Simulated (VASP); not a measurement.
VASP ran on this input.

KPOINTS:
```
Automatic mesh
0
G
 7 7 7
```

INCAR:
```
SYSTEM=Cd(GaTe2)2
PREC=Accurate; ENCUT=300; LREAL=.FALSE.
LASPH=.TRUE.
EDIFF=1E-6; NELM=100; ALGO=Normal
LMAXMIX=4
ISMEAR=0; SIGMA=0.272
ISIF=2
LWAVE=.FALSE.; LCHARG=.FALSE.
```

### POSCAR
```
Cd(GaTe2)2
1
   -3.0465000000     3.0465000000     5.9050000000
    3.0465000000    -3.0465000000     5.9050000000
    3.0465000000     3.0465000000    -5.9050000000
Cd Ga Te
1 2 4
Direct
  0.0000000000   0.0000000000   0.0000000000
  0.7500000000   0.2500000000   0.5000000000
  0.5000000000   0.5000000000   0.0000000000
  0.3950000000   0.4050000000   0.5300000000
  0.5950000000   0.1250000000   0.9900000000
  0.8750000000   0.8650000000   0.4700000000
  0.1350000000   0.6050000000   0.0100000000
```

POTCAR, in this order: Cd Ga_d Te (LDA.64 set). Program: vasp_std.

Q: Translate this LDA calculation to Ansatz.

A: One equivalent input (not run):
Ansatz 0.2 input:
```yaml
crystal:
  lattice:
    - [-3.0465000, 3.0465000, 5.9050000]
    - [3.0465000, -3.0465000, 5.9050000]
    - [3.0465000, 3.0465000, -5.9050000]
  atoms:
    - { symbol: Cd, position: [0.0000000, 0.0000000, 0.0000000] }
    - { symbol: Ga, position: [0.7500000, 0.2500000, 0.5000000] }
    - { symbol: Ga, position: [0.5000000, 0.5000000, 0.0000000] }
    - { symbol: Te, position: [0.3950000, 0.4050000, 0.5300000] }
    - { symbol: Te, position: [0.5950000, 0.1250000, 0.9900000] }
    - { symbol: Te, position: [0.8750000, 0.8650000, 0.4700000] }
    - { symbol: Te, position: [0.1350000, 0.6050000, 0.0100000] }
kpoints:
  mp_grid: { grid: [7, 7, 7] }
hamiltonian:
  xc: lda
  pseudopotentials: { kind: paw }
scf:
  occupations: { method: gaussian, width: 0.272 }
  max_iter: 100
output: { forces: true, stress: true, eigenvalues: true }
```
The two are equivalent in intent, not identical: each code has its own PAW files, so the cut-off isn't converted (ENCUT is set for VASP's; basis.ecutwfc is left out, and Ansatz then takes the one that its files recommend); Ansatz stops its SCF on the density residual and VASP on the energy change (EDIFF); Ansatz's lda is the Perdew-Wang form, while the LDA potentials of VASP carry Perdew-Zunger's.

The structure comes from a measured CdGa2Te4 entry of the Crystallography Open Database, whose conditions weren't checked. The cell was not relaxed at this level. The run is one of a series of settings (KPOINTS 7×7×7 Γ-centred mesh against the base run), some of them coarse on purpose.
